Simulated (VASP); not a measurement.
Input:

```
CoTi
1.0
    2.99000     0.00000     0.00000
    0.00000     2.99000     0.00000
    0.00000     0.00000     2.99000
Ti Co
1 1
Direct
  0.00000   0.00000   0.00000
  0.50000   0.50000   0.50000
```

Calculation: PBEsol GGA, VASP's PBE PAW potentials (set 64) (plane waves; VASP). Settings: 480 eV cut-off, 11×11×11 Γ-centred mesh, first-order Methfessel-Paxton smearing of 0.10 eV, potentials Ti_sv Co.

Energy and stress use the plane-wave basis of the starting cell.

Q: The ions, cell shape and volume are relaxed. Predict the relaxed structure.

A: 
```
CoTi
1.0
    2.93145     0.00000     0.00000
    0.00000     2.93145     0.00000
    0.00000     0.00000     2.93145
Ti Co
1 1
Direct
  0.00000   0.00000   0.00000
  0.50000   0.50000   0.50000
```
Space group Pm-3m (221), at a tolerance of 0.03 Å.

Q: How do energy and volume change from the first to the last step?

A: The energy (σ→0) changes by -26.6 meV/atom and the volume by -5.8 %, in 3 ionic steps.

The compound is TiCo in the CsCl type structure. This run relaxes it. Symmetry was kept, so distortions that lower it aren't found. The run is not spin-polarised, so no magnetic state was tried. The electron count is odd and the run is not spin-polarised, which forces a metal.
